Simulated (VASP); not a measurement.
AlN:

```
Al N
1.0
     3.12783    0.00000    0.00000
    -1.56392    2.70878    0.00000
     0.00000    0.00000    5.01566
Al N
2 2
Direct
  0.66667 0.33333 0.49927
  0.33333 0.66667 0.99927
  0.66667 0.33333 0.88073
  0.33333 0.66667 0.38073
```

The cell is a database's computed one.

Base run:

| Quantity | Value |
| --- | --- |
| Program | VASP 6.6.1 |
| Functional | PBE |
| Potentials or basis | VASP PAW PBE potentials, release 64 (Al, N) |
| Cutoff | 600 eV |
| k mesh | 12 × 12 × 8 |
| Occupations | gaussian, width 0.02 eV |
| Spin | no spin polarisation |

Its results: band gap on the k mesh 4.06 eV, direct.

After a change of settings the same cell gave: band gap on the k mesh 4.73 eV, direct. Which change was it?
A. functional from PBE to LDA; potentials or basis from VASP PAW PBE potentials, release 64 (Al, N) to VASP PAW LDA potentials, release 64 (Al, N); cutoff from 600 eV to 450 eV
B. cutoff from 600 eV to 450 eV; k mesh from 12 × 12 × 8 to 12 × 12 × 7; further incar settings from ALGO = Normal; EDIFF = 1e-06 to ALGO = Normal; EDIFF = 1e-08; IBRION = 8
C. functional from PBE to r2SCAN; cutoff from 600 eV to 450 eV
D. cutoff from 600 eV to 450 eV

C.

r2SCAN gives the wider gap, since meta-GGAs in the generalised Kohn-Sham scheme recover part of the derivative discontinuity.
